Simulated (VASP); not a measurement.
An input for Quantum ESPRESSO's pw.x (written as the equivalent of a VASP run, and not itself run):

```
&CONTROL
  calculation = 'vc-relax'
  pseudo_dir = './pseudo'
  outdir = './out'
  tprnfor = .true.
  tstress = .true.
  nstep = 60
  forc_conv_thr = 0.00039
/
&SYSTEM
  ibrav = 0
  nat = 1
  ntyp = 1
  ecutwfc = 42
  occupations = 'smearing'
  smearing = 'methfessel-paxton'
  degauss = 0.00735
  input_dft = 'pz'
/
&ELECTRONS
  conv_thr = 7.3e-08
  electron_maxstep = 100
/
&IONS
/
&CELL
/
ATOMIC_SPECIES
  Rb 85.468 Rb.upf
CELL_PARAMETERS angstrom
    -2.6890973    2.6890973    2.6890973
     2.6890973   -2.6890973    2.6890973
     2.6890973    2.6890973   -2.6890973
ATOMIC_POSITIONS crystal
  Rb   1.0000000  1.0000000  1.0000000
K_POINTS automatic
  9 9 9 0 0 0
```

### Question
Translate this input to VASP (INCAR, KPOINTS, POSCAR, choice of POTCAR).

### Answer
One answer among several that fit: 
### INCAR
```
ALGO  =  Normal
EDIFF  =  1E-6
EDIFFG  =  -0.01
ENCUT  =  400
IBRION  =  2
ISIF  =  3
ISMEAR  =  1
LASPH  =  T
LCHARG  =  F
LMAXMIX  =  4
LREAL  =  F
LWAVE  =  F
NELM  =  100
NSW  =  60
PREC  =  Accurate
SIGMA  =  0.1
SYSTEM  =  Rb
```

KPOINTS:
```
Automatic mesh
0
Gamma
9 9 9
0 0 0
```

File POSCAR:
```
Rb
1
   -2.6890972880     2.6890972880     2.6890972880
    2.6890972880    -2.6890972880     2.6890972880
    2.6890972880     2.6890972880    -2.6890972880
Rb
1
Direct
  1.0000000000   1.0000000000   1.0000000000
```

POTCAR, in this order: Rb_sv (LDA.64 set). Program: vasp_std.

The two are equivalent in intent, not identical: the potentials are each code's own (VASP's PAW set, PseudoDojo norm-conserving files in pw.x), so ENCUT and ecutwfc are chosen apart and not converted; conv_thr bounds pw.x's estimated SCF error, while EDIFF bounds the energy change between steps; forc_conv_thr acts on force components and is met together with etot_conv_thr.

The compound is Rb in the bcc structure. It was relaxed first, which changed the volume by -14 %. The start is the result of an earlier pass.
